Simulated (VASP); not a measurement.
# K3CO (Pm-3m) in VASP: a series of runs

The runs below take K3CO through single point, relaxation of cell and atoms, with PBE+D3(BJ).

All numbers are computed with VASP 6.6.1; they aren't measurements. Logs are shortened: lines on timing, memory, paths and dates and some standing lists are left out, and cuts for length are marked.

## Step 1: Starting point

It takes space group Pm-3m (No. 221, cubic). Conventional cell: a = 5.120 Å, b = 5.120 Å, c = 5.120 Å, α = 90.00°, β = 90.00°, γ = 90.00°. K (site symmetry 4/mmm) is surrounded by 2 O at 2.56 Å. C (site symmetry m-3m) is surrounded by 12 K at 3.62 Å. Around O (site symmetry m-3m) lie 6 K at 2.56 Å.

The cell comes from a database or a generator and needn't be the stable form of this composition.

## Step 2: Single point, PBE+D3(BJ)

Contents of INCAR:

```
SYSTEM = K3CO
ALGO = Fast ; EDIFF = 1E-7
ENCUT = 520 ; GGA = PE
ISIF = 2 ; ISMEAR = 0
IVDW = 12 ; LASPH = .TRUE.
LCHARG = .TRUE. ; LELF = .TRUE.
LREAL = .FALSE. ; LVHAR = .TRUE.
LWAVE = .FALSE. ; NBANDS = 26
NELM = 100 ; PREC = Accurate
SIGMA = 0.01
```

Contents of KPOINTS:

```
k-points
0
G
  4 4 4
  0 0 0
```

Contents of POSCAR:

```
K3CO
1.0
    5.1196146045      0.0000000000      0.0000000000
    0.0000000000      5.1196146045      0.0000000000
    0.0000000000      0.0000000000      5.1196146045
K C O
3 1 1
Direct
    0.0000000000      0.0000000000      0.5000000000
    0.0000000000      0.5000000000      0.0000000000
    0.5000000000      0.0000000000      0.0000000000
    0.5000000000      0.5000000000      0.5000000000
    0.0000000000      0.0000000000      0.0000000000
```

Potentials or basis: VASP PAW PBE potentials, release 64 (K_sv, C, O).

Run with:

```bash
$ cat potpaw_PBE.64/K_sv/POTCAR potpaw_PBE.64/C/POTCAR potpaw_PBE.64/O/POTCAR > POTCAR
$ mpirun -np 1 vasp_std > vasp.out
```

OUTCAR:

```text
SYSTEM = K3CO
   EDIFF = 1E-7
   ENCUT = 520
   GGA = PE
   ISIF = 2
   ISMEAR = 0
   IVDW = 12
   LASPH = .TRUE.
   LREAL = .FALSE.
   NELM = 100
   PREC = Accurate
 IVDW          = 12

 ion  position               nearest neighbor table
   1  0.000  0.000  0.500-   5 2.56   5 2.56   2 3.62   2 3.62   3 3.62   3 3.62   2 3.62   2 3.62
                             3 3.62   3 3.62
   2  0.000  0.500  0.000-   5 2.56   5 2.56   1 3.62   1 3.62   1 3.62   3 3.62   3 3.62   1 3.62
                             3 3.62   3 3.62
   3  0.500  0.000  0.000-   5 2.56   5 2.56   1 3.62   1 3.62   2 3.62   1 3.62   2 3.62   2 3.62
                             1 3.62   2 3.62
   4  0.500  0.500  0.500-
   5  0.000  0.000  0.000-   1 2.56   2 2.56   3 2.56   1 2.56   2 2.56   3 2.56

  LATTYP: Found a simple cubic cell.
 ALAT       =     5.1196146045

  Lattice vectors:

 A1 = (   5.1196146045,   0.0000000000,   0.0000000000)
 A2 = (   0.0000000000,   5.1196146045,   0.0000000000)
 A3 = (   0.0000000000,   0.0000000000,   5.1196146045)

Analysis of symmetry for initial positions (statically):
=====================================================================
 Subroutine PRICEL returns:
 Original cell was already a primitive cell.

 Routine SETGRP: Setting up the symmetry group for a
 simple cubic supercell.

 Subroutine GETGRP returns: Found 48 space group operations
 (whereof 48 operations were pure point group operations)
 out of a pool of 48 trial point group operations.

The static configuration has the point symmetry O_h .

Analysis of symmetry for dynamics (positions and initial velocities):
=====================================================================
 Subroutine PRICEL returns:
 Original cell was already a primitive cell.

 Routine SETGRP: Setting up the symmetry group for a
 simple cubic supercell.

 Subroutine GETGRP returns: Found 48 space group operations
 (whereof 48 operations were pure point group operations)
 out of a pool of 48 trial point group operations.

The dynamic configuration has the point symmetry O_h .

 Subroutine INISYM returns: Found 48 space group operations
 (whereof 48 operations are pure point group operations),
 and found     1 'primitive' translations

----------------------------------------------------------------------------------------

                                     Primitive cell

[... 83 lines left out ...]
   EDIFFG = 0.1E-05   stopping-criterion for IOM
   NSW    =      0    number of steps for IOM
   IBRION =     -1    ionic relax: 0-MD 1-quasi-New 2-CG
   NFREE  =      0    steps in history (QN), initial steepest desc. (CG)
   ISIF   =      2    stress and relaxation
   ISYM   =      2    0-nonsym 1-usesym 2-fastsym
   POTIM  = 0.5000    time-step for ionic-motion
   TEBEG  =    0.0;   TEEND  =   0.0 temperature during run
   PSTRESS=    0.0 pullay stress
   NELECT =      37.0000    total number of electrons
   NUPDOWN=      -1.0000    fix difference up-down
   EMIN   =  10.00;   EMAX   =-10.00  energy-range for DOS
   EFERMI =   0.00;   METHOD = LEGACY
   ISMEAR =     0;   SIGMA  =   0.01  broadening in eV -4-tet -1-fermi 0-gaus
   EFERMI_NEDOS =   21; number of points for ismear=-14 and -15
   IALGO  =     68    algorithm
   IMIX   =      4    mixing-type and parameters
     AMIX     =   0.40;   BMIX     =  1.00
     AMIX_MAG =   1.60;   BMIX_MAG =  1.00
  volume/ion in A,a.u.               =      26.84       181.11
  Fermi-wavevector in a.u.,A,eV,Ry     =   1.065544  2.013587 15.447843  1.135384
  Thomas-Fermi vector in A             =   2.201099
   LORBIT       =      0    0 simple, 1 ext, 2 COOP (PROOUT), +10 PAW based schemes
   GGA     = PE    functional components
   LHFCALC =     F    Hartree Fock is set to
   AEXX    =    0.0000 exact exchange contribution
   IVDW    =    12    specifies the selected vdW correction
   LEPSILON=     F    determine dielectric tensor
   LRPA    =     F    only Hartree local field effects (RPA)
 non-spin polarized calculation
 RMM-DIIS sequential band-by-band and
 Gauss-broadening in eV      SIGMA  =   0.01
  energy-cutoff  :      520.00
  volume of cell :      134.19
 maximum number of plane-waves:      3695
 NGX is ok and might be reduce to    40
   NGX = 19   NGY = 19   NGZ = 19

 number of electron      37.0000015 magnetization

 Free energy of the ion-electron system (eV)
  ---------------------------------------------------
  ext. energy  EPLUGINS =         0.00000000
  ---------------------------------------------------
  free energy    TOTEN  =       -14.31316203 eV

  energy without entropy =      -14.31244073  energy(sigma->0) =      -14.31280138

 E-fermi :  -0.2517     XC(G=0):  -7.6567

 val. band max:       -0.2584159042   @ k =   0.5000   0.2500   0.0000
 cond. band min:      -0.2358810699   @ k =   0.5000   0.5000   0.2500
 fundamental gap:      0.0225348343
 Fermi energy:        -0.2517476409

 k-point     1 :       0.0000    0.0000    0.0000
  band No.  band energies     occupation
      1     -29.6850      2.00000
      2     -29.5701      2.00000
      3     -29.5701      2.00000
      4     -15.0152      2.00000
      5     -13.4423      2.00000
      6     -13.4423      2.00000
[... 279 lines left out ...]
     25       6.6189      0.00000
     26       6.6192      0.00000

------------------------ aborting loop because EDIFF is reached ----------------------------------------

 Edisp (eV)   -0.83575

 E8    (eV) :    -0.4047

  FORCE on cell =-STRESS in cart. coord.  units (eV):
  Direction    XX          YY          ZZ          XY          YZ          ZX
  --------------------------------------------------------------------------------------
  -------------------------------------------------------------------------------------
  Total      -0.04320    -0.04320    -0.04320    -0.00000     0.00000    -0.00000
  in kB      -0.51584    -0.51584    -0.51584    -0.00000     0.00000    -0.00000
  external pressure =       -0.52 kB  Pullay stress =        0.00 kB

 VOLUME and BASIS-vectors are now :
 -----------------------------------------------------------------------------
  energy-cutoff  :      520.00
  volume of cell :      134.19
      direct lattice vectors                 reciprocal lattice vectors
     5.119614604  0.000000000  0.000000000     0.195327203  0.000000000  0.000000000
     0.000000000  5.119614604  0.000000000     0.000000000  0.195327203  0.000000000
     0.000000000  0.000000000  5.119614604     0.000000000  0.000000000  0.195327203

 POSITION                                       TOTAL-FORCE (eV/Angst)
 -----------------------------------------------------------------------------------
      0.00000      0.00000      2.55981         0.000000      0.000000      0.000000
      0.00000      2.55981      0.00000         0.000000      0.000000      0.000000
      2.55981      0.00000      0.00000         0.000000      0.000000      0.000000
      2.55981      2.55981      2.55981         0.000000      0.000000      0.000000
      0.00000      0.00000      0.00000         0.000000      0.000000      0.000000
 -----------------------------------------------------------------------------------
    total drift:                                0.000000      0.000000     -0.000000

  FREE ENERGIE OF THE ION-ELECTRON SYSTEM (eV)
  ---------------------------------------------------
  free  energy   TOTEN  =       -15.1489095767 eV

  energy  without entropy=      -15.1481882802  energy(sigma->0) =      -15.14854893
```

stdout:

```text
POSCAR found type information on POSCAR K C O
 POSCAR found :  3 types and       5 ions
 scaLAPACK will be used
 LDA part: xc-table for (Slater+PW92), standard interpolation
 POSCAR, INCAR and KPOINTS ok, starting setup
 FFT: planning ... GRIDC
 FFT: planning ... GRID_SOFT
 FFT: planning ... GRID
 WAVECAR not read
 entering main loop
WARNING in EDDRMM: call to ZHEGV failed, returncode =   6  3     21
 num prob  num prob RMM:  29    -0.143131619619E+02   -0.12926E-06   -0.81121E-07   498   0.243E-03    0.208E-03
 num prob  num prob  num prob  num prob  num prob  num prob  num prob  num prob RMM:  30    -0.143131620266E+02   -0.64748E-07   -0.23747E-07   405   0.168E-03
```

It took 83 s on 1 thread of Intel Xeon Platinum 8259CL at 2.50GHz (Skylake/Cascade Lake), shared host; peak memory 0.26 GiB.

Results:

```
Free energy                : -15.1489 eV
Pressure                   : -0.1 GPa
Band gap on the k mesh     : none (metal or under the smearing width)
Dispersion energy per atom : -0.167 eV
```

Caveat: an odd number of electrons without spin polarisation forces a metal; a magnetic or distorted state may lie lower; pairwise dispersion overbinds metals, which lowers pressure and volume.

## Step 3: Relaxation of cell and atoms, PBE+D3(BJ)

This run uses another cell than the first one, of 28.63 Å³/atom, 1.067 times its volume.

Contents of INCAR:

```
PREC = Accurate ; ENCUT = 600
EDIFF = 1E-6 ; ISMEAR = 0
SIGMA = 0.01 ; LREAL = F
LASPH = T ; NELM = 100
ALGO = Normal ; ISIF = 8
LWAVE = F ; LCHARG = F
GGA = PE ; IVDW = 12
IBRION = 2 ; NSW = 80
EDIFFG = -0.001
```

Contents of KPOINTS:

```
regular mesh
0
Gamma
  4 4 4
```

POSCAR: that of step 2 with these lines changed.

```diff
@@ -2,5 +2,5 @@
 1.0
-    5.1196146045      0.0000000000      0.0000000000
-    0.0000000000      5.1196146045      0.0000000000
-    0.0000000000      0.0000000000      5.1196146045
+    5.2310620000      0.0000000000      0.0000000000
+    0.0000000000      5.2310620000      0.0000000000
+    0.0000000000      0.0000000000      5.2310620000
 K C O
```

Potentials or basis: VASP PAW PBE potentials, release 64 (K_sv, C, O).

Run with:

```bash
$ cat potpaw_PBE.64/K_sv/POTCAR potpaw_PBE.64/C/POTCAR potpaw_PBE.64/O/POTCAR > POTCAR
$ mpirun -np 1 vasp_std > vasp.out
```

It took 4.3 min on 1 thread of Intel Xeon Platinum 8259CL at 2.50GHz (Skylake/Cascade Lake), shared host; peak memory 0.3 GiB.

It converged, with:

| Quantity | Value |
| --- | --- |
| Free energy | -15.1543 eV |
| Relaxed volume | 26.76 Å³/atom |
| Relaxed cell | a = 5.114 Å, b = 5.114 Å, c = 5.114 Å, α = 90.00°, β = 90.00°, γ = 90.00° |
| Space group after relaxing (to 0.05 Å) | Pm-3m (No. 221) |
| Energy gained by relaxing | 5.5 meV/atom |
| Ionic steps | 6 |
| Pressure after relaxing | 0.0 GPa |
| Band gap on the k mesh | none (metal or under the smearing width) |
| Dispersion energy per atom | -0.168 eV |

Step by step:
| step | energy change (eV) | largest force (eV/Å) | pressure (GPa) | volume (Å³) |
| --- | --- | --- | --- | --- |
| 1 | 0.0000 | 0.0000 | -1.28 | 143.14 |
| 2 | -0.0292 | 0.0000 | -0.70 | 138.45 |
| 3 | -0.0275 | 0.0000 | -0.04 | 133.91 |
| 4 | -0.0275 | 0.0000 | 0.02 | 133.63 |
| 5 | -0.0275 | 0.0000 | 0.01 | 133.69 |
| 6 | -0.0275 | 0.0000 | 0.00 | 133.78 |

Final structure:
```
CELL_PARAMETERS angstrom
5.11443 0.00000 0.00000
0.00000 5.11443 0.00000
0.00000 0.00000 5.11443
ATOMIC_POSITIONS crystal
K 0.00000 0.00000 0.50000
K 0.00000 0.50000 0.00000
K 0.50000 0.00000 0.00000
C 0.50000 0.50000 0.50000
O 0.00000 0.00000 0.00000
```

Levels at points of the mesh, in eV from the Fermi level:
```csv
k point,band 16,band 17,band 18,band 19,band 20,band 21
"(0.00, 0.00, 0.00)",-0.04,-0.04,0.35,0.35,0.35,2.22
"(0.50, 0.00, 0.00)",-0.56,-0.04,-0.04,0.15,0.15,3.79
"(0.50, 0.50, 0.00)",-0.97,-0.13,-0.13,-0.13,0.09,5.15
"(0.50, 0.50, 0.50)",-0.96,-0.96,-0.05,-0.05,-0.05,5.13
```

Caveat: an odd number of electrons without spin polarisation forces a metal; a magnetic or distorted state may lie lower; pairwise dispersion overbinds metals, which lowers pressure and volume.
